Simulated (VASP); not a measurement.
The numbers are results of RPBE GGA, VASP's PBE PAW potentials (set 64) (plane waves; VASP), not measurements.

A VASP calculation is set up with these files.

**INCAR**
```
ALGO = Normal
EDIFF = 1E-7
ENCUT = 520
GGA = RP
ISIF = 2
ISMEAR = 1
LASPH = .TRUE.
LCHARG = .FALSE.
LREAL = .FALSE.
LWAVE = .FALSE.
NELM = 100
PREC = Accurate
SIGMA = 0.1
SYSTEM = K
```

### POSCAR
```
K
1
   -2.7122950061     2.7122950061     2.7122950061
    2.7122950061    -2.7122950061     2.7122950061
    2.7122950061     2.7122950061    -2.7122950061
K
1
Direct
  0.0000000000   0.0000000000   0.0000000000
```

**KPOINTS**
```
Automatic mesh
0
Gamma
10 10 10
0 0 0
```

POTCAR, in this order: K_sv (PBE.64 set). Program: vasp_std.

The resulting files:

**OUTCAR**
```
 ion  position               nearest neighbor table
   1  0.000  0.000  0.000-
  LATTYP: Found a body centered cubic cell.
 ALAT       =     5.4245900122
 Subroutine PRICEL returns:
 Original cell was already a primitive cell.
 Subroutine GETGRP returns: Found 48 space group operations
The static configuration has the point symmetry O_h .
The dynamic configuration has the point symmetry O_h .
 Subroutine INISYM returns: Found 48 space group operations
 Subroutine IBZKPT returns following result:
 Found     47 irreducible k-points:

 Following reciprocal coordinates:
            Coordinates               Weight
  0.000000  0.000000  0.000000      1.000000
  0.100000  0.000000  0.000000     12.000000
  0.200000  0.000000  0.000000     12.000000
  0.300000  0.000000  0.000000     12.000000
  0.400000  0.000000  0.000000     12.000000
  0.500000  0.000000  0.000000      6.000000
  0.100000  0.100000  0.000000     24.000000
  0.200000  0.100000  0.000000     48.000000
  0.300000  0.100000  0.000000     48.000000
  0.400000  0.100000  0.000000     48.000000
  0.200000  0.200000  0.000000     24.000000
  0.300000  0.200000  0.000000     48.000000
  0.400000  0.200000  0.000000     24.000000
  0.300000  0.300000  0.000000     24.000000
  0.100000  0.100000  0.100000      8.000000
  0.200000  0.100000  0.100000     24.000000
  0.300000  0.100000  0.100000     24.000000
  0.400000  0.100000  0.100000     12.000000
 -0.100000  0.100000  0.100000      6.000000
  0.200000  0.200000  0.100000     24.000000
  0.300000  0.200000  0.100000     48.000000
 -0.200000  0.200000  0.100000     24.000000
  0.300000  0.300000  0.100000      8.000000
 -0.300000  0.300000  0.100000     24.000000
 -0.200000  0.300000  0.100000     24.000000
 -0.400000  0.400000  0.100000     24.000000
 -0.300000  0.400000  0.100000     48.000000
  0.500000  0.500000  0.100000     12.000000
 -0.400000  0.500000  0.100000     48.000000
 -0.300000  0.500000  0.100000     24.000000
 -0.400000 -0.400000  0.100000     24.000000
  0.200000  0.200000  0.200000      8.000000
  0.300000  0.200000  0.200000     12.000000
 -0.200000  0.200000  0.200000      6.000000
 -0.300000  0.300000  0.200000     24.000000
 -0.400000  0.400000  0.200000     24.000000
 -0.300000  0.400000  0.200000     24.000000
  0.500000  0.500000  0.200000     12.000000
 -0.400000  0.500000  0.200000     48.000000
 -0.400000 -0.400000  0.200000      8.000000
   k-points           NKPTS =     47   k-points in BZ     NKDIM =     47   number of bands    NBANDS=      8
   number of dos      NEDOS =    301   number of ions     NIONS =      1
   total plane-waves  NPLWV =  46656
   dimension x,y,z NGX =    36 NGY =   36 NGZ =   36
   dimension x,y,z NGXF=    72 NGYF=   72 NGZF=   72
   ions per type =               1
   PREC   = accura    normal or accurate (medium, high low for compatibility)
   ISTART =      0    job   : 0-new  1-cont  2-samecut
   ICHARG =      2    charge: 1-file 2-atom 10-const
   ISPIN  =      1    spin polarized calculation?
   LNONCOLLINEAR =      F non collinear calculations
   LSORBIT =      F    spin-orbit coupling
   INIWAV =      1    electr: 0-lowe 1-rand  2-diag
   ENCUT  =  520.0 eV  38.22 Ry    6.18 a.u.   8.73  8.73  8.73*2*pi/ulx,y,z
   NELM   =    100;   NELMIN=  2; NELMDL= -5     # of ELM steps
   EDIFF  = 0.1E-06   stopping-criterion for ELM
   LREAL  =      F    real-space projection
   NLSPLINE    = F    spline interpolate recip. space projectors
   LMAXMIX     =    2 max onsite mixed and CHGCAR
   VOSKOWN=      0    Vosko Wilk Nusair interpolation
...
```

File OSZICAR:
```
       N       E                     dE             d eps       ncg     rms          rms(c)
DAV:   1     0.496620655292E+02    0.49662E+02   -0.36341E+03   752   0.860E+02
DAV:   2     0.753798798171E+00   -0.48908E+02   -0.48748E+02   768   0.213E+02
DAV:   3    -0.876638799873E+00   -0.16304E+01   -0.16300E+01  1144   0.368E+01
DAV:   4    -0.929873273013E+00   -0.53234E-01   -0.53071E-01  1144   0.497E+00
DAV:   5    -0.930698714828E+00   -0.82544E-03   -0.81816E-03  1248   0.384E-01    0.149E+00
DAV:   6    -0.933878451481E+00   -0.31797E-02   -0.13540E-03  1112   0.329E-01    0.894E-01
DAV:   7    -0.936216216380E+00   -0.23378E-02   -0.30205E-03   992   0.552E-01    0.522E-02
DAV:   8    -0.936353454060E+00   -0.13724E-03   -0.12172E-04  1328   0.147E-01    0.107E-02
DAV:   9    -0.936357152211E+00   -0.36982E-05   -0.53445E-06  1064   0.224E-02    0.352E-03
DAV:  10    -0.936356636098E+00    0.51611E-06   -0.39708E-07  1296   0.770E-03    0.608E-04
DAV:  11    -0.936356654666E+00   -0.18567E-07   -0.11505E-08   864   0.845E-04
   1 F= -.93635665E+00 E0= -.93601025E+00  d E =-.103921E-02
```

OUTCAR:
```
------------------------ aborting loop because EDIFF is reached ----------------------------------------
  FORCE on cell =-STRESS in cart. coord.  units (eV):
  Direction    XX          YY          ZZ          XY          YZ          ZX
  --------------------------------------------------------------------------------------
  Total        0.0079680      0.0079680      0.0079680      0.0000000      0.0000000      0.0000000
  in kB        0.1599523      0.1599523      0.1599523      0.0000000      0.0000000      0.0000000
  external PRESSURE =       0.1599523 kB  Pullay stress =       0.0000000 kB
  volume of cell :       79.81
      direct lattice vectors                 reciprocal lattice vectors
    -2.712295006  2.712295006  2.712295006     0.000000000  0.184345729  0.184345729
     2.712295006 -2.712295006  2.712295006     0.184345729  0.000000000  0.184345729
     2.712295006  2.712295006 -2.712295006     0.184345729  0.184345729  0.000000000
 POSITION                                       TOTAL-FORCE (eV/Angst)
 -----------------------------------------------------------------------------------
      0.00000      0.00000      0.00000         0.000000      0.000000      0.000000
 -----------------------------------------------------------------------------------
    total drift:                               -0.000000      0.000000      0.000000
  FREE ENERGIE OF THE ION-ELECTRON SYSTEM (eV)
  ---------------------------------------------------
  free  energy   TOTEN  =        -0.9363566547 eV

  energy  without entropy=       -0.9353174421  energy(sigma->0) =       -0.93601025
```
(Selected blocks of OUTCAR.)

The compound is K in the bcc structure. It was relaxed first, which changed the volume by +8 %.
